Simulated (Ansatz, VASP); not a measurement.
**Cross-check of Ta (Ta(110) film of 5 layers) between VASP and Ansatz**

One calculation is typed for both programs; each brings its own data sets. How far apart do they land? The structure shown is the start of the Ansatz relaxation below; VASP solves that cell, so the two are compared at the walk's first step.

Main program and level: Ansatz 0.2.0; plane waves, with VASP 6.6.1 beside it; single point at PBEsol.

## 1. The starting structure

The cell holds 5 atoms: 5 Ta. Its edges and angles: a = 2.867 Å, b = 2.867 Å, c = 42.524 Å, α = 90.0°, β = 90.0°, γ = 70.5°. It derives from Ta. Vacuum lies along c. The height across the vacuum is the one that the program set for its solve, not the one typed.

## 2. Ansatz: relaxation, PBEsol

Ansatz runs on its PAW soft_1 files.

The two programs are compared at the cell with which this relaxation starts, whose forces are those of its first step.

input.yaml

```yaml
crystal:
  lattice:
    - [1.655, 2.34052, 0.0]
    - [-1.655, 2.34052, 0.0]
    - [0.0, 0.0, 20.36209]
  atoms:
    - { symbol: Ta, position: [0.0, 0.0, 0.27010975] }
    - { symbol: Ta, position: [0.5, 0.5, 0.38505487] }
    - { symbol: Ta, position: [0.0, 0.0, 0.5] }
    - { symbol: Ta, position: [0.5, 0.5, 0.61494513] }
    - { symbol: Ta, position: [0.0, 0.0, 0.72989025] }
  periodic: [true, true, false]
kpoints:
  mp_grid: { grid: [8, 8, 1] }
hamiltonian:
  xc: pbesol
  pseudopotentials: { kind: paw, azcp: { folder: soft_1 }, xc_functional: pbe }
scf:
  occupations: { method: gaussian, width: 0.1 }
output:
  forces: true
  stress: true
  eigenvalues: true
relax:
  adjacent_minimum: "off"
  f_tol: 0.05
  max_steps: 80
  cell: { stress_2d_tol: 0.02 }
```

The run is started by

```console
ansatz run input.yaml --threads 4 --pin off --max-ram 20480MiB --backend cpu --events-out ev --progress --plain --runs-dir out
```

Numbers of over 12 decimals in the logs are rounded to 6 here.

Output:

```text
Warning: crystal.periodic: the lattice vector that does not repeat stood 0.000° off the slab's normal, 20.362 Å along it as the deck builds it. The run solves the slab on a vector along the normal, 42.524 Å long, with every atom where it was (on the deck's vector they left 11.00 Å outside them, and the widest stretch free of ions among them is 2.34 Å). A fractional position that the run reports is one of the run's ce [...]
The last accepted step is kept in <dir> (removed where the run ends without a failure and the disk answers)
crystal.periodic: the lattice vector that does not repeat stood 0.000° off the slab's normal, 20.362 Å along it as the deck builds it. The run solves the slab on a vector along the normal, 42.524 Å long, with every atom where it was (on the deck's vector they left 11.00 Å outside them, and the widest stretch free of ions among them is 2.34 Å). A fractional position that the run reports is one of the run's cell, which [...]
Engine: ansatz 0.2.0, aarch64-unknown-linux-gnu
Pseudopotentials: kind: paw
Pseudopotential: Ta, paw, valence charge 13, recommended cutoff 420 eV (normal), soft_1/Ta.paw.azcp
Functional definition: PBEsol
  exchange = pbesol_x
  correlation = pbesol_c
Crystal: 5 atoms, lattice volume = 329.440 Å³
Basis set: ecut = 420 eV, 6461 PW (Γ), exchange–correlation on 40×40×576 points (8 copies of the dense FFT grid, shifted against one another)
Bands: 39, of which v1, the nominal top of the filled ones, is band 33 counted from 1 (32 counted from 0)
Symmetry: 8 space group operations
Space group: Cmmm (ITA 65), of the structure as read, at distance tolerance 6.9e-5 Å
k-points: 21 of 64
Non-local potential: Ta, projectors of the file, l = 0: 3, l = 1: 2, l = 2: 2, l = 3: 1
PAW form: soft (Blöchl's): semilocal exchange-correlation on the pseudo side does not see the compensation charge
PAW frozen core: Ta, regenerated for the run's functional, and the local potential with it (the file was generated under x = pbe(κ = 0.804, μ = 0.219515), c = pbe(β = 0.066725))
PAW one-centre angular grid: Ta, 590 points (default); XC on 64 Gauss nodes
Initial density: superposition of atomic densities (neutral atoms: chi_scale 0, normalization atom)
Initial wavefunctions: pseudopotential atomic-orbital guess
Functional: x = pbesol(κ = 0.804, μ = 0.123457), c = pbesol(β = 0.046)
SCF iter   1: F=—  HF=-49037.879760 eV  |F-HF|=—  |Δ(HF+E_count)|=         —  Δρ=3.51e-2  dr2=7.41e1  ethr=3.10e-3  ⟨swp⟩=13.8  Hψ=5874  notcnv=0
preconditioner: auto → LDOS  [metal: Δε(μ)=0.010 eV  Ē_g=4.294 eV  σ=0.100 eV  W_gap=0.06  n_scr=28 (ndim 8)  ℏωp=10.2 eV  f_vac=0.668  D(μ)=3.13/eV (n_scr^D=16)  β→1.0]
SCF iter   2: F=—  HF=-49037.697122 eV  |F-HF|=—  |Δ(HF+E_count)|=   1.83e-1  Δρ=3.69e-2  dr2=1.22e2  ethr=3.10e-3  ⟨swp⟩=7.0  Hψ=2564  notcnv=0  defer=30
[...]
SCF iter   2: F=—  HF=-49034.632575 eV  |F-HF|=—  |Δ(HF+E_count)|=   8.51e-5  Δρ=7.46e-5  dr2=7.96e-5  ethr=3.01e-6  ⟨swp⟩=1.9  Hψ=1036  notcnv=0
SCF iter   3: F=—  HF=-49034.632575 eV  |F-HF|=—  |Δ(HF+E_count)|=   5.03e-8  Δρ=3.42e-5  dr2=1.81e-5  ethr=1.22e-7  ⟨swp⟩=3.3  Hψ=1702  notcnv=0
SCF iter   4: F=—  HF=-49034.632575 eV  |F-HF|=—  |Δ(HF+E_count)|=   9.02e-8  Δρ=7.61e-6  dr2=5.92e-7  ethr=2.79e-8  ⟨swp⟩=3.2  Hψ=1401  notcnv=0
SCF iter   5: F=-49034.632576 eV  HF=-49034.632576 eV  |F-HF|=7.90e-8  |Δ(HF+E_count)|=   2.73e-7  Δρ=2.74e-6  dr2=3.85e-8  ethr=2.57e-10  ⟨swp⟩=13.8  Hψ=5196  notcnv=0
SCF 5 converged in 5 iterations: F = -49034.632576 eV  dr2 = 3.85e-8
relax step   5: F+E_penalty+E_count = -49034.63257570 eV  Δ(F+E_penalty+E_count) = -2.379e-4 eV  max|allowed force component| = 5.671e-3 eV/Å  Δτ_max = 0.0029 Å  P = -0.043 N/m  Ω = 315.455 Å³  energy of the carried Pulay correction = +6.991e-4 eV  fix = [c, alpha, beta]  reactions: c +0.000 N/m  (5 SCF iters, dr2 threshold 1.67e-7 eV, accepted)
[...]
relax step   6: F+E_penalty+E_count = -49034.63259607 eV  Δ(F+E_penalty+E_count) = -2.037e-5 eV  max|allowed force component| = 1.008e-3 eV/Å  Δτ_max = 0.0019 Å  P = -0.004 N/m  Ω = 315.341 Å³  energy of the carried Pulay correction = +7.049e-4 eV  fix = [c, alpha, beta]  reactions: c +0.000 N/m  (6 SCF iters, dr2 threshold 3.07e-9 eV, accepted)
[...]
relax step   7: F+E_penalty+E_count = -49034.63189482 eV  Δ(F+E_penalty+E_count) = +7.013e-4 eV  max|allowed force component| = 1.009e-3 eV/Å  Δτ_max = 0.0000 Å  P = -0.005 N/m  Ω = 315.341 Å³  fix = [c, alpha, beta]  reactions: c +0.000 N/m  stress off target by 1.37e-2 N/m on what of the cell is left free  SCF on the basis re-selected at this cell (its energy is not comparable with the rows above)  (7 SCF iters)
basis re-selected at this cell: Δ(F+E_penalty+E_count) = +7.013e-4 eV, ΔP = -0.002 N/m vs the last step (what re-selecting the basis moved, of the pressure what is left beyond the Pulay correction that the steps carried, after the strain that the cell walked since its last selection, with what the two solves' SCF thresholds leave and, on support functions, any second-order correction that the steps lacked; it is no m [...]
SCF converged after 7 iterations
Free energy (F): -49034.631895 eV
Harris-Foulkes:  -49034.631895 eV  (|F-HF|=3.06e-10)
Internal energy: -49034.595507 eV  (E = F + TS)
E sigma→0 (E₀):  -49034.613701 eV
Entropy (-TS):   -0.036388 eV (-7.278 meV/atom)
Fermi energy:    -4.854341 eV
--- Per-component energies (eV) ---
  E_band       = -2045.306735
  E_kinetic    = 1972.474159
  E_local      = -355366.369943  (includes V_loc(G=0)·N_el)
  E_nonlocal   = -42.882701
  E_hartree    = 176541.736153
  E_xc         = -1594.057579
  E_vxc        = -1167.329158  (∫ρ·V_xc dr)
  E_paw        = -40906.472190  (= ΣΔE_a)
  E_vpaw       = -524.671663  (= ΣTr[D̂ρ^β])
  E_aug_tail   = 0.000500  (compensation charges beyond the density's cutoff)
  E_ewald      = 170359.907529
  E_core_change = 1.068564  (= ΣΔE_core)
  E_smearing   = -0.036388  (= −TS)
  E_closure    = -0.000000  (closes the sum)
  Σ components = -49034.631895   (vs F -49034.631895, Δ=0.00e0)
--- Forces (eV/Å), atoms counted from 1 ---
  atom   1  Ta     0.00000000     0.00000000    -0.00083193
  atom   2  Ta     0.00000000     0.00000000     0.00100865
  atom   3  Ta     0.00000000     0.00000000     0.00000000
  atom   4  Ta     0.00000000     0.00000000    -0.00100865
  atom   5  Ta     0.00000000     0.00000000     0.00083193
  max |Σ_I F_I| component: 2.17e-19 eV/Å
--- 2D stress c σ (N/m, compression-positive) ---
        0.002849       0.000000       0.000000
        0.000000      -0.013660       0.000000
        0.000000       0.000000       0.000000
  P = ½ c Tr σ = -0.0054 N/m
--- Band table (eV; the first three rows and the last of 21) ---
  k-point 0: bands = [... 29 lower, -5.3392, -5.0024, -4.6082, -4.4579, -4.4099, -4.1306, -3.7498, -3.4449, ... 2 higher]
  k-point 1: bands = [... 29 lower, -5.4903, -5.0559, -4.7903, -4.7897, -4.6121, -4.1330, -3.9660, -3.6435, ... 2 higher]
  k-point 2: bands = [... 29 lower, -5.5638, -5.5005, -5.3154, -5.2733, -5.2222, -5.0593, -2.9072, -2.8908, ... 2 higher]
  k-point 20: bands = [... 29 lower, -5.3565, -4.9335, -3.6236, -2.9389, -2.8803, -2.5797, -2.1385, -1.6144, ... 2 higher]
--- Relaxed structure (6 steps of the walk, 6 accepted, 1 SCFs on fresh bases) ---
  F+E_penalty+E_count = -49034.63189482 eV   max|allowed force component| = 1.009e-3 eV/Å   (the final SCF, on the basis selected at the relaxed cell)
  cell:  # Å, volume = 315.3405 Å³
    - [1.624406, 2.282544, 0.0]
    - [-1.624406, 2.282544, 0.0]
    - [0.0, 0.0, 42.524184]
  atoms:
    - { symbol: Ta, position: [0, 0, 0.131537] }
    - { symbol: Ta, position: [0.5, 0.5, 0.184728] }
    - { symbol: Ta, position: [0, 0, 0.239418] }
    - { symbol: Ta, position: [0.5, 0.5, 0.294107] }
    - { symbol: Ta, position: [0, 0, 0.347298] }
```

## 3. VASP: single point, PBEsol, start cell, pair 1

The same cell, functional, mesh and smearing now go to VASP, with its own data sets.

Lines of VASP's logs that name or quote its potential files are left out, and so is its time.

INCAR

```
SYSTEM = Ta
PREC = Accurate
ENCUT = 400
EDIFF = 1E-06
NELM = 120
ISMEAR = 0
SIGMA = 0.1
LREAL = .FALSE.
ALGO = Normal
GGA = PS
NBANDS = 34
LASPH = .TRUE.
LORBIT = 11
LWAVE = .FALSE.
LCHARG = .FALSE.
ISIF = 2
LDIPOL = .TRUE.
IDIPOL = 3
DIPOL = 0.5 0.5 0.239
LVHAR = .TRUE.
GGA_COMPAT = .FALSE.
NELMDL = -8
KPAR = 2
```

POSCAR

```
Ta
1.0
    1.6550000000      2.3405200000      0.0000000000
   -1.6550000000      2.3405200000      0.0000000000
    0.0000000000      0.0000000000     42.5241840000
Ta
5
Direct
    0.0000000000      0.0000000000      0.1293381432
    0.5000000000      0.5000000000      0.1843779530
    0.0000000000      0.0000000000      0.2394177628
    0.5000000000      0.5000000000      0.2944575727
    0.0000000000      0.0000000000      0.3494973825
```

KPOINTS

```
Automatic mesh
0
Gamma
8 8 1
0 0 0
```

PAW data sets: Ta_pv (PBE family, release 64).

The run is started by

```console
mpirun -np 2 vasp_std
```

Output:

```text
[banner, memory and clock lines left out]
running    2 mpi-ranks, on    1 nodes
 distrk:  each k-point on    1 cores,    2 groups
 distr:  one band on    1 cores,    1 groups

 POSCAR found type information on POSCAR Ta
 POSCAR found :  1 types and       5 ions
|                                                                             |
|               ----> ADVICE to this user running VASP <----                  |
|                                                                             |
|     You enforced a specific xc type in the INCAR file but a different       |
|     [... a line on the potential file left out ...]
|     I HOPE YOU KNOW WHAT YOU ARE DOING!                                     |
|                                                                             |

 LDA part: xc-table for (Slater+PW92), standard interpolation
 POSCAR, INCAR and KPOINTS ok, starting setup
 FFT: planning ... GRIDC
 FFT: planning ... GRID_SOFT
 FFT: planning ... GRID
 WAVECAR not read
 entering main loop
       N       E                     dE             d eps       ncg     rms          rms(c)
DAV:   1     0.355372582166E+03    0.35537E+03   -0.27858E+04  1956   0.109E+03
DAV:   2    -0.457121529303E+02   -0.40108E+03   -0.39547E+03  1728   0.314E+02
DAV:   3    -0.642471311884E+02   -0.18535E+02   -0.18061E+02  1876   0.593E+01
DAV:   4    -0.650763028961E+02   -0.82917E+00   -0.81743E+00  2128   0.971E+00
DAV:   5    -0.651001657735E+02   -0.23863E-01   -0.23754E-01  2038   0.149E+00
DAV:   6    -0.651009696705E+02   -0.80390E-03   -0.80274E-03  2120   0.260E-01
DAV:   7    -0.651010156978E+02   -0.46027E-04   -0.45976E-04  2030   0.494E-02
DAV:   8    -0.651010182989E+02   -0.26011E-05   -0.25968E-05  1816   0.953E-03    0.294E+01
DAV:   9    -0.786301523552E+02   -0.13529E+02   -0.16971E+02  2098   0.535E+01    0.191E+01
DAV:  10    -0.886669420407E+02   -0.10037E+02   -0.57389E+02  2208   0.543E+01    0.216E+01
DAV:  11    -0.638055445954E+02    0.24861E+02   -0.13669E+02  1910   0.312E+01    0.104E+01
DAV:  12    -0.604380971951E+02    0.33674E+01   -0.24416E+01  2096   0.137E+01    0.442E+00
DAV:  13    -0.603854334833E+02    0.52664E-01   -0.15453E+00  1974   0.427E+00    0.327E+00
DAV:  14    -0.602846075403E+02    0.10083E+00   -0.11847E-01  1978   0.149E+00    0.254E+00
[...]
DAV:  26    -0.601346063656E+02   -0.46048E-04   -0.59619E-06  1174   0.761E-03    0.356E-03
DAV:  27    -0.601346173162E+02   -0.10951E-04   -0.98121E-07  1094   0.657E-03    0.120E-03
DAV:  28    -0.601346421884E+02   -0.24872E-04   -0.20059E-06  1158   0.657E-03    0.236E-03
DAV:  29    -0.601346471297E+02   -0.49413E-05   -0.33524E-07   936   0.387E-03    0.125E-03
DAV:  30    -0.601346496120E+02   -0.24824E-05   -0.16324E-07   832   0.265E-03    0.418E-04
DAV:  31    -0.601346519112E+02   -0.22992E-05   -0.94845E-08   814   0.181E-03    0.285E-04
DAV:  32    -0.601346529695E+02   -0.10583E-05   -0.44066E-08   824   0.911E-04    0.204E-04
DAV:  33    -0.601346533777E+02   -0.40815E-06   -0.17658E-08   792   0.519E-04
   1 F= -.60134653E+02 E0= -.60117160E+02  d E =-.349869E-01
```

OUTCAR, selected parts (step 3):

```text
ion  position               nearest neighbor table
   1  0.000  0.000  0.129-   2 2.87   2 2.87   2 3.31   2 3.31
   2  0.500  0.500  0.184-   1 2.87   3 2.87   1 2.87   3 2.87   1 3.31   3 3.31   1 3.31   3 3.31

  LATTYP: Found a base centered orthorhombic cell.
 ALAT       =     3.3100000000
 B/A-ratio  =     1.4142114804
 C/A-ratio  =    12.8471854985

 Subroutine GETGRP returns: Found  8 space group operations
 (whereof  4 operations were pure point group operations)

The static configuration has the point symmetry C_2v.
 The point group associated with its full space group is D_2h.

 Found     21 irreducible k-points:

   k-points           NKPTS =     21   k-points in BZ     NKDIM =     21   number of bands    NBANDS=     34

   dimension x,y,z NGX =    20 NGY =   20 NGZ =  280
   dimension x,y,z NGXF=    40 NGYF=   40 NGZF=  560

   ENCUT  =  400.0 eV  29.40 Ry    5.42 a.u.   4.67  4.67 69.35*2*pi/ulx,y,z

   NELECT =      55.0000    total number of electrons

 k-points in reciprocal lattice and weights: Automatic mesh
   0.00000000  0.00000000  0.00000000       0.016
   0.12500000  0.00000000  0.00000000       0.062
   0.25000000  0.00000000  0.00000000       0.062
   0.37500000  0.00000000  0.00000000       0.062
   0.50000000  0.00000000  0.00000000       0.031
   0.12500000  0.12500000  0.00000000       0.031
   0.25000000  0.12500000  0.00000000       0.062
   0.37500000  0.12500000  0.00000000       0.062
   0.50000000  0.12500000  0.00000000       0.062
[...]
-0.37500000  0.37500000  0.00000000       0.031
   0.50000000  0.50000000  0.00000000       0.016

 dipolmoment           0.000000      0.000000     -0.000004 electrons x Angstroem

 average (electrostatic) potential at core
       1 -44.0712       2 -43.6186       3 -43.5344       4 -43.6186       5 -44.0712

 E-fermi :  -1.9883

 k-point     1 :       0.0000    0.0000    0.0000
  band No.  band energies     occupation
    ...
     22      -3.1635      2.00000
     23      -2.6436      2.00000
     24      -2.3502      2.00000
     25      -2.3413      2.00000
     26      -2.0452      1.57888
     27      -1.7274      0.00022
     28      -1.5517      0.00000
     29      -1.4780      0.00000
     30      -1.3487      0.00000
     31      -0.9509      0.00000
    ...

 k-point     2 :       0.1250    0.0000    0.0000
  band No.  band energies     occupation
    ...
     23      -2.6281      2.00000
     24      -2.5380      2.00000
     25      -2.4778      2.00000
     26      -2.1140      1.92436
     27      -1.9604      0.69251
     28      -1.9078      0.25496
     29      -1.6897      0.00002
     30      -1.3748      0.00000
     31      -1.0824      0.00000
     32      -0.8231      0.00000
    ...

 k-point     3 :       0.2500    0.0000    0.0000
  band No.  band energies     occupation
    ...
     26      -2.5598      2.00000
     27      -2.4452      2.00000
     28      -2.3902      2.00000
     29      -2.2585      1.99987
     30      -2.1515      1.97896
     31      -0.1273      0.00000
     32      -0.1126      0.00000
     33       1.0912      0.00000
     34       1.1174      0.00000

  Total       -6.8317458     -7.1874745     -5.7151792      0.0000000      0.0000000      0.0000000
  in kB      -33.2250727    -34.9551007    -27.7948348      0.0000000      0.0000000      0.0000000
  external PRESSURE =     -31.9916694 kB  Pullay stress =       0.0000000 kB

  energy-cutoff  :      400.00
  volume of cell :      329.44
      direct lattice vectors                 reciprocal lattice vectors
     1.655000000  2.340520000  0.000000000     0.302114804  0.213627741  0.000000000
    -1.655000000  2.340520000  0.000000000    -0.302114804  0.213627741  0.000000000
     0.000000000  0.000000000 42.524184000     0.000000000  0.000000000  0.023516030

 POSITION                                       TOTAL-FORCE (eV/Angst)
 -----------------------------------------------------------------------------------
      0.00000      0.00000      5.50000         0.000000      0.000000      0.772302
      0.00000      2.34052      7.84052         0.000000     -0.000000     -0.335992
      0.00000      0.00000     10.18104         0.000000     -0.000000      0.000000
      0.00000      2.34052     12.52157         0.000000     -0.000000      0.335992
      0.00000      0.00000     14.86209         0.000000      0.000000     -0.772302
 -----------------------------------------------------------------------------------
    total drift:                                0.000000     -0.000000     -0.000029

  FREE ENERGIE OF THE ION-ELECTRON SYSTEM (eV)
  ---------------------------------------------------
  free  energy   TOTEN  =       -60.1346533777 eV

  energy  without entropy=      -60.0996664410  energy(sigma->0) =      -60.11715991

 vacuum level on the upper side and lower side of the slab         2.893         2.893

 total charge
# of ion       s       p       d       tot
------------------------------------------
    1        0.373   6.084   2.370   8.827
    2        0.367   6.172   2.370   8.908
    3        0.366   6.175   2.372   8.913
    4        0.367   6.172   2.370   8.908
    5        0.373   6.084   2.370   8.827
--------------------------------------------------
tot          1.846  30.686  11.851  44.383

[... 3 further parts left out ...]
```

The run ends at a pressure of -3.20 GPa, with forces up to 0.77 eV/Å.

## 4. Differences

Known differences besides the potentials themselves: Ansatz cuts the interaction across the vacuum, VASP repeats the sheet with a dipole correction; the data sets hold 65 valence electrons in Ansatz (on its PAW soft_1 files) and 55 in VASP; the cutoff is 420 eV in Ansatz and 400 eV in VASP; Ansatz makes its cores anew for this functional, VASP keeps those of its PBE data sets. Total energies have different zeros and are not compared.

Forces (eV/Å; atoms numbered as in POSCAR):

| atom | Ansatz x, y, z | VASP x, y, z |
| --- | --- | --- |
| Ta1 | 0.000, 0.000, 0.776 | 0.000, 0.000, 0.772 |
| Ta2 | 0.000, 0.000, -0.330 | 0.000, 0.000, -0.336 |
| Ta3 | 0.000, 0.000, 0.000 | 0.000, 0.000, 0.000 |
| Ta4 | 0.000, 0.000, 0.330 | 0.000, 0.000, 0.336 |
| Ta5 | 0.000, 0.000, -0.776 | 0.000, 0.000, -0.772 |

The forces differ by 2.5 meV/Å r.m.s., which is 0.8 % of the r.m.s. force of 0.308 eV/Å (both taken over all components). With vacuum in the cell, a pressure given here is an average over mostly empty space and none of the material.

[end of part 1 of 2]

[Lines on the potential files, build, host, timing and source positions are cut from VASP's logs without a mark.]

[Logs are printed without paths, hosts, clocks, repeated set-up lines and the standing remarks that a program may print on its own settings, such as how far it seeks lower states.]

[Hosts, paths, dates, database ids (printed as entryN), source tags and the programs' standing remarks are cut or masked in the printed files.]
